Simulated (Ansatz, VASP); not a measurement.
# Te (Tellurium) in two plane-wave programs

Aim: how closely do two programs agree when they are given the same cell, functional and k mesh?

Calculated with Ansatz 0.2.0; plane waves, with VASP 6.6.1 beside it; single point at PBEsol.

The database entry behind the starting cell differs from later determinations by our own check (inner coordinate of an old entry), so it need not match the best structure at ambient conditions.

### 1. The structure

Symmetry: P3_121, No. 152, trigonal system. Conventional cell: a = 4.454 Å, b = 4.454 Å, c = 5.924 Å, α = 90.00°, β = 90.00°, γ = 120.00°. Nearest to Te lie 2 Te at 2.86 Å.

### 2. VASP: single point, PBEsol

With cell and atoms fixed, the geometry can't cause a difference; cores, projectors, grids and the points listed under the comparison can.

Lines of VASP's logs that name or quote its potential files are left out, and so is its time.

INCAR

```
SYSTEM = Te
PREC = Accurate
ENCUT = 400
EDIFF = 1E-05
NELM = 100
ISMEAR = 0
SIGMA = 0.05
LREAL = .FALSE.
ALGO = Normal
GGA = PS
NBANDS = 15
LORBIT = 11
LWAVE = .FALSE.
LCHARG = .FALSE.
KPAR = 2
```

POSCAR

```
Te
1.0
    4.4540000000      0.0000000000      0.0000000000
   -2.2270000000      3.8572771485      0.0000000000
    0.0000000000      0.0000000000      5.9240000000
Te
3
Direct
    0.7310000000      0.7310000000      0.0000000000
    0.0000000000      0.2690000000      0.6666666667
    0.2690000000      0.0000000000      0.3333333333
```

KPOINTS

```
Automatic mesh
0
Gamma
8 8 6
0 0 0
```

The projector-augmented-wave data sets are Te (PBE family, release 64).

Launch:

```sh
$ mpirun -np 2 vasp_std
```

Numbers of over 12 decimals in the logs are rounded to 6 here.

The program printed:

```text
[banner, memory and clock lines left out]
running    2 mpi-ranks, on    1 nodes
 distrk:  each k-point on    1 cores,    2 groups
 distr:  one band on    1 cores,    1 groups

 POSCAR found type information on POSCAR Te
 POSCAR found :  1 types and       3 ions
|                                                                             |
|               ----> ADVICE to this user running VASP <----                  |
|                                                                             |
|     You enforced a specific xc type in the INCAR file but a different       |
|     [... a line on the potential file left out ...]
|     I HOPE YOU KNOW WHAT YOU ARE DOING!                                     |
|                                                                             |

 LDA part: xc-table for (Slater+PW92), standard interpolation
 POSCAR, INCAR and KPOINTS ok, starting setup
 FFT: planning ... GRIDC
 FFT: planning ... GRID_SOFT
 FFT: planning ... GRID
 WAVECAR not read
 entering main loop
       N       E                     dE             d eps       ncg     rms          rms(c)
DAV:   1     0.626236493991E+02    0.62624E+02   -0.55646E+03  1500   0.776E+02
DAV:   2    -0.660967156740E+01   -0.69233E+02   -0.65805E+02  2048   0.127E+02
DAV:   3    -0.105102740829E+02   -0.39006E+01   -0.38865E+01  1766   0.349E+01
DAV:   4    -0.105819685036E+02   -0.71694E-01   -0.71683E-01  2339   0.553E+00
DAV:   5    -0.105825192992E+02   -0.55080E-03   -0.55079E-03  1892   0.417E-01    0.127E+01
DAV:   6    -0.105528596346E+02    0.29660E-01   -0.18184E-02  1857   0.801E-01    0.797E+00
DAV:   7    -0.105431042611E+02    0.97554E-02   -0.39849E-02  1682   0.117E+00    0.295E-01
DAV:   8    -0.105423328963E+02    0.77136E-03   -0.70764E-03  1668   0.482E-01    0.142E-01
DAV:   9    -0.105423540894E+02   -0.21193E-04   -0.19209E-04  2130   0.967E-02    0.905E-02
DAV:  10    -0.105423584266E+02   -0.43373E-05   -0.19482E-05  1525   0.297E-02
   1 F= -.10542358E+02 E0= -.10542358E+02  d E =-.153450E-10
```

OUTCAR, selected parts (step 2):

```text
ion  position               nearest neighbor table
   1  0.731  0.731  0.000-   3 2.86   2 2.86   3 3.47   2 3.47   2 3.47   3 3.47
   2  0.000  0.269  0.667-   1 2.86   3 2.86   1 3.47   1 3.47   3 3.47   3 3.47
   3  0.269  0.000  0.333-   1 2.86   2 2.86   1 3.47   1 3.47   2 3.47   2 3.47

  LATTYP: Found a hexagonal cell.
 ALAT       =     4.4540000000
 C/A-ratio  =     1.3300404131

 Subroutine GETGRP returns: Found  6 space group operations
 (whereof  2 operations were pure point group operations)

The static configuration has the point symmetry C_2 .
 The point group associated with its full space group is D_3 .

 Found     50 irreducible k-points:

   k-points           NKPTS =     50   k-points in BZ     NKDIM =     50   number of bands    NBANDS=     15

   dimension x,y,z NGX =    30 NGY =   30 NGZ =   40
   dimension x,y,z NGXF=    60 NGYF=   60 NGZF=   80

   ENCUT  =  400.0 eV  29.40 Ry    5.42 a.u.   7.26  7.26  9.66*2*pi/ulx,y,z

   NELECT =      18.0000    total number of electrons

 k-points in reciprocal lattice and weights: Automatic mesh
   0.00000000  0.00000000  0.00000000       0.003
   0.12500000  0.00000000  0.00000000       0.016
   0.25000000  0.00000000  0.00000000       0.016
   0.37500000 -0.00000000  0.00000000       0.016
   0.50000000  0.00000000  0.00000000       0.008
   0.12500000  0.12500000  0.00000000       0.016
   0.25000000  0.12500000  0.00000000       0.031
   0.37500000  0.12500000  0.00000000       0.031
   0.25000000  0.25000000  0.00000000       0.016
[...]
0.25000000  0.25000000  0.50000000       0.016
   0.37500000  0.25000000  0.50000000       0.016

 average (electrostatic) potential at core
       1 -88.8879       2 -88.8878       3 -88.8878

 E-fermi :   6.0569

 k-point     1 :       0.0000    0.0000    0.0000
  band No.  band energies     occupation
    ...
      5       3.0639      2.00000
      6       3.0639      2.00000
      7       4.1370      2.00000
      8       4.1370      2.00000
      9       4.9820      2.00000
     10       6.8131      0.00000
     11       6.8131      0.00000
     12       7.4042      0.00000
     13      10.7027      0.00000
     14      10.7027      0.00000
    ...

 k-point     2 :       0.1250    0.0000    0.0000
  band No.  band energies     occupation
    ...
      5       2.5589      2.00000
      6       2.8387      2.00000
      7       4.4579      2.00000
      8       4.7712      2.00000
      9       5.1774      2.00000
     10       6.5119      0.00000
     11       6.7331      0.00000
     12       7.2680      0.00000
     13      10.3645      0.00000
     14      10.6571      0.00000
    ...

 k-point     3 :       0.2500    0.0000    0.0000
  band No.  band energies     occupation
    ...
      5       1.9247      2.00000
      6       2.4232      2.00000
      7       4.2601      2.00000
      8       4.8385      2.00000
      9       5.0139      2.00000
     10       6.6381      0.00000
     11       6.8513      0.00000
     12       7.7063      0.00000
     13       9.5089      0.00000
     14      11.0188      0.00000
    ...

  Total       -0.6258562     -0.6258562     -0.4155849      0.0000000      0.0000000      0.0000000
  in kB       -9.8523317     -9.8523317     -6.5422061      0.0000000      0.0000000      0.0000000
  external PRESSURE =      -8.7489565 kB  Pullay stress =       0.0000000 kB

  energy-cutoff  :      400.00
  volume of cell :      101.78
      direct lattice vectors                 reciprocal lattice vectors
     4.454000000  0.000000000  0.000000000     0.224517288  0.129625117  0.000000000
    -2.227000000  3.857277149  0.000000000     0.000000000  0.259250233  0.000000000
     0.000000000  0.000000000  5.924000000     0.000000000  0.000000000  0.168804862

 POSITION                                       TOTAL-FORCE (eV/Angst)
 -----------------------------------------------------------------------------------
      1.62794      2.81967      0.00000        -0.066857     -0.115799     -0.000000
     -0.59906      1.03761      3.94933        -0.066857      0.115799      0.000000
      1.19813      0.00000      1.97467         0.133714      0.000000     -0.000000
 -----------------------------------------------------------------------------------
    total drift:                                0.000000      0.000000      0.000000

  FREE ENERGIE OF THE ION-ELECTRON SYSTEM (eV)
  ---------------------------------------------------
  free  energy   TOTEN  =       -10.5423584266 eV

  energy  without entropy=      -10.5423584266  energy(sigma->0) =      -10.54235843

 total charge
# of ion       s       p       d       tot
------------------------------------------
    1        1.435   1.806   0.043   3.284
    2        1.435   1.806   0.043   3.284
    3        1.435   1.806   0.043   3.284
--------------------------------------------------
tot          4.304   5.418   0.129   9.851

[... 3 further parts left out ...]
```

The run ends at a pressure of -0.87 GPa, with forces up to 0.13 eV/Å.

### 3. Ansatz: single point, PBEsol

Ansatz runs on its default PAW (the set named soft_2) files.

The same cell, functional, mesh and smearing now go to Ansatz, which takes its cutoff from its data sets.

input.yaml

```yaml
crystal:
  lattice:
    - [4.454, 0.0, 0.0]
    - [-2.227, 3.8572771485, 0.0]
    - [0.0, 0.0, 5.924]
  atoms:
    - { symbol: Te, position: [0.731, 0.731, 0.0] }
    - { symbol: Te, position: [0.0, 0.269, 0.6666666667] }
    - { symbol: Te, position: [0.269, 0.0, 0.3333333333] }
hamiltonian:
  xc: pbesol
  pseudopotentials: { kind: paw }
kpoints:
  mp_grid: { grid: [8, 8, 6] }
scf:
  occupations: { method: gaussian, width: 0.05 }
  n_extra_bands: 4
output:
  forces: true
  stress: true
  eigenvalues: true
  write_density: true
  write_potential: true
  elf: true
  volumetric_format: npy
```

Launch:

```sh
$ ansatz run input.yaml --threads 2 --pin off --max-ram 4608MiB --backend cpu --events-out ev --progress --plain --runs-dir out
```

The program printed:

```text
scf.n_extra_bands = 4 over 24 filled bands (N_el = 48.0): the run solves 28 bands
Engine: ansatz 0.2.0, aarch64-unknown-linux-gnu
Pseudopotentials: kind: paw
Pseudopotential: Te, paw, valence charge 16, recommended cutoff 420 eV (normal), Te.paw.azcp
Functional definition: PBEsol
  exchange = pbesol_x
  correlation = pbesol_c
Crystal: 3 atoms, lattice volume = 101.776 Å³
Basis set: ecut = 420 eV, 1993 PW (Γ), exchange–correlation on 60×60×80 points (8 copies of the dense FFT grid, shifted against one another)
Bands: 28, of which v1, the nominal top of the filled ones, is band 24 counted from 1 (23 counted from 0)
Symmetry: 6 space group operations
Space group: P3121 (ITA 152), of the structure as read, at distance tolerance 4.7e-5 Å
k-points: 50 of 384 (time reversal used)
Non-local potential: Te, projectors of the file, l = 0: 2, l = 1: 2, l = 2: 2, l = 3: 2
PAW form: soft (Blöchl's): semilocal exchange-correlation on the pseudo side does not see the compensation charge
PAW frozen core: Te, regenerated for the run's functional, and the local potential with it (the file was generated under x = pbe(κ = 0.804, μ = 0.219515), c = pbe(β = 0.066725))
PAW one-centre angular grid: Te, 590 points (default); XC on 64 Gauss nodes
Initial density: superposition of atomic densities (neutral atoms: chi_scale 0, normalization atom), corrected by the library's trained network
Initial wavefunctions: pseudopotential atomic-orbital guess
Functional: x = pbesol(κ = 0.804, μ = 0.123457), c = pbesol(β = 0.046)
SCF iter   1: F=—  HF=-20704.509224 eV  |F-HF|=—  |Δ(HF+E_count)|=         —  Δρ=1.82e-3  dr2=2.73e-3  ethr=1.77e-3  ⟨swp⟩=7.0  Hψ=6281  notcnv=0
preconditioner: auto → Resta (q_TF=auto, 2.407 Å⁻¹)  ε∞=4.8  [insulator: Δε(μ)=0.457 eV  Ē_g=7.963 eV  σ=0.050 eV  W_gap=1.00  n_scr=22 (ndim 8)  ℏωp=15.6 eV  f_vac=0.027  D(μ)=0.00/eV (n_scr^D=0)  ε∞_Penn≈4.8]
SCF iter   2: F=—  HF=-20704.506220 eV  |F-HF|=—  |Δ(HF+E_count)|=   3.00e-3  Δρ=1.10e-3  dr2=9.85e-4  ethr=5.68e-6  ⟨swp⟩=2.2  Hψ=2270  notcnv=0
SCF iter   3: F=—  HF=-20704.506452 eV  |F-HF|=—  |Δ(HF+E_count)|=   2.33e-4  Δρ=3.02e-4  dr2=9.25e-5  ethr=2.05e-6  ⟨swp⟩=2.0  Hψ=2600  notcnv=0
SCF iter   4: F=—  HF=-20704.506429 eV  |F-HF|=—  |Δ(HF+E_count)|=   2.29e-5  Δρ=1.30e-4  dr2=2.82e-5  ethr=1.93e-7  ⟨swp⟩=2.0  Hψ=2599  notcnv=0
SCF iter   5: F=—  HF=-20704.506448 eV  |F-HF|=—  |Δ(HF+E_count)|=   1.81e-5  Δρ=4.05e-5  dr2=2.50e-6  ethr=5.88e-8  ⟨swp⟩=2.0  Hψ=1729  notcnv=0
SCF iter   6: F=-20704.506449 eV  HF=-20704.506449 eV  |F-HF|=7.44e-8  |Δ(HF+E_count)|=   1.71e-6  Δρ=8.25e-6  dr2=8.25e-8  ethr=2.08e-10  ⟨swp⟩=9.3  Hψ=11024  notcnv=0
SCF 1 converged in 6 iterations: F = -20704.506449 eV  dr2 = 8.25e-8
  greatest PAW one-centre occupation: 0.998 electrons in one spin orbital (limit 2), on the Te atom at site 2 (counted from 0), in its partial waves of l = 2
SCF converged after 6 iterations
Free energy (F): -20704.506449 eV
Harris-Foulkes:  -20704.506449 eV  (|F-HF|=7.44e-8)
Internal energy: -20704.506449 eV  (E = F + TS)
E sigma→0 (E₀):  -20704.506449 eV
Fermi energy:    8.843889 eV
--- Per-component energies (eV) ---
  E_band       = -802.851159
  E_kinetic    = 541.010873
  E_local      = -3830.158352  (includes V_loc(G=0)·N_el)
  E_nonlocal   = -924.134056
  E_hartree    = 2430.543743
  E_xc         = -369.577935
  E_vxc        = -311.660448  (∫ρ·V_xc dr)
  E_paw        = -13753.020489  (= ΣΔE_a)
  E_vpaw       = -1138.993060  (= ΣTr[D̂ρ^β])
  E_aug_tail   = -0.000555  (compensation charges beyond the density's cutoff)
  E_ewald      = -4800.294125
  E_core_change = 1.124446  (= ΣΔE_core)
  E_smearing   = -0.000000  (= −TS)
  E_closure    = -0.000000  (closes the sum)
  Σ components = -20704.506449   (vs F -20704.506449, Δ=0.00e0)
--- Forces (eV/Å), atoms counted from 1 ---
  atom   1  Te    -0.05256031    -0.09103713     0.00000000
  atom   2  Te    -0.05256031     0.09103713     0.00000000
  atom   3  Te     0.10512062     0.00000000     0.00000000
  max |Σ_I F_I| component: 1.39e-17 eV/Å
--- Stress (GPa, compression-positive) ---
       -1.046527       0.000000       0.000000
        0.000000      -1.046527       0.000000
        0.000000       0.000000      -0.774977
  P = ⅓ Tr σ = -0.9560 GPa (-9.560 kbar)
--- Band table (eV; the first three rows and the last of 50) ---
  k-point 0: bands = [... 20 lower, 5.8712, 6.9501, 6.9501, 7.7873, 9.6335, 9.6335, 10.2156, 13.5528]
  k-point 1: bands = [... 20 lower, 6.1004, 7.0399, 7.0564, 7.7800, 9.4405, 9.4820, 9.9392, 13.1812]
  k-point 2: bands = [... 20 lower, 6.1007, 7.2289, 7.3214, 7.7419, 9.1297, 9.2125, 9.4139, 12.7673]
  k-point 49: bands = [... 20 lower, 3.8132, 7.5522, 8.0398, 8.6110, 9.1559, 9.9595, 10.2042, 14.0287]
```

Elapsed: 8.4 s, on 2 threads of Arm Neoverse V1, shared host; peak memory 0.38 GiB.

The run ends at a pressure of -0.96 GPa, with forces up to 0.11 eV/Å.

### 4. Comparison

Known differences besides the potentials themselves: the data sets hold 48 valence electrons in Ansatz (default PAW (the set named soft_2) files) and 18 in VASP; the cutoff is 420 eV in Ansatz and 400 eV in VASP; Ansatz makes its cores anew for this functional, VASP keeps those of its PBE data sets; VASP leaves aspherical gradient terms in its spheres out (LASPH is not set), Ansatz keeps them. Total energies have different zeros and are not compared.

The two programs side by side:

| quantity | Ansatz | VASP | difference |
| --- | --- | --- | --- |
| pressure (GPa) | -0.96 | -0.87 | -0.08 |
| gap on the k mesh (eV) | 0.460 | 0.448 | +0.012 |

Forces (eV/Å; atoms numbered as in POSCAR):

| atom | Ansatz x, y, z | VASP x, y, z |
| --- | --- | --- |
| Te1 | -0.053, -0.091, 0.000 | -0.067, -0.116, 0.000 |
| Te2 | -0.053, 0.091, 0.000 | -0.067, 0.116, 0.000 |
| Te3 | 0.105, 0.000, 0.000 | 0.134, 0.000, 0.000 |

The forces differ by 17 meV/Å r.m.s., which is 21.4 % of the r.m.s. force of 0.08 eV/Å (both taken over all components). A gap on the mesh is an upper bound, since the band edges may lie between its points. Ansatz's pressure holds a Pulay correction of 0.03 GPa; VASP's holds none.

### 5. What the set-up changes

Further runs change the set-up of one program: Ansatz's method, potentials or start, or VASP's data sets, cutoff or form of LDA. The table gives Ansatz less VASP for each quantity, since a change that brings one quantity closer may part another.

| run | r.m.s. force difference (meV/Å) | pressure (GPa) | gap on the k mesh (eV) |
| --- | --- | --- | --- |
| as above | 17 | -0.081 | 0.012 |
| cores kept as stored | 16 | -0.073 | 0.012 |
| Ansatz's all-electron LAPW method | 19 | -0.070 | 0.017 |
| Ansatz's larger PAW set (cutoff 430 eV) | 18 | -0.078 | 0.015 |
| norm-conserving potentials (cutoff 1120 eV) | 12 | -0.12 | 0.0070 |

### 6. Outcome

```json
{
 "r.m.s. force difference (single point, PBEsol)": "17 meV/Å"
}
```

In words: The r.m.s. force difference is 17 meV/Å (single point, PBEsol), beyond the 12 meV/Å picked in this series as the mark of a large difference. Single point, PBEsol, Ansatz's all-electron LAPW method: the difference in gap on the k mesh goes from 0.012 to 0.017 eV. Single point, PBEsol, norm-conserving potentials (cutoff 1120 eV): r.m.s. force difference goes from 17 to 12 meV/Å; the difference in pressure goes from -0.081 to -0.12 GPa; the difference in gap on the k mesh goes from 0.012 to 0.0070 eV. 1 further run of this series is not shown here. Such differences can come from data sets, numerical settings and the points named under the comparisons, not from the functional's error against experiment.

[Lines on the potential files, build, host, timing and source positions are cut from VASP's logs without a mark.]

[Logs are printed without paths, hosts, clocks, repeated set-up lines and the standing remarks that a program may print on its own settings, such as how far it seeks lower states.]

[Hosts, paths, dates, database ids (printed as entryN), source tags and the programs' standing remarks are cut or masked in the printed files.]
